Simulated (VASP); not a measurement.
Given:

```xyz
2
Lattice="4.2417 0.0000 0.0000 0.0000 4.2417 0.0000 0.0000 0.0000 4.2417" Properties=species:S:1:pos:R:3 pbc="T T T"
Tl     0.0000     0.0000     0.0000
I      2.1208     2.1208     2.1208
```

The numbers are results of r2SCAN meta-GGA with spin-orbit coupling, VASP's PBE PAW potentials (set 64) (plane waves; VASP), not measurements. Settings: 400 eV cut-off, 6×6×6 Γ-centred mesh, Gaussian smearing of 0.050 eV, potentials Tl_d I.

Q: Estimate the energy per atom (σ→0), band gap (over mesh and band path) with the smallest direct gap where there is one.

A: 
```
Quantity                                                        Result
---------------------------------------------  -----------------------
band gap (over mesh and band path)                             1.30 eV
smallest direct gap (over mesh and band path)                  2.13 eV
energy per atom (σ→0)                          -3835.9 kJ/mol of atoms
```

The absolute energy has meaning only against runs of the same code, potentials and settings.

The structure comes from a computed database's TlI entry (Pm-3m); how it stands against other phases isn't given here. It was relaxed first.
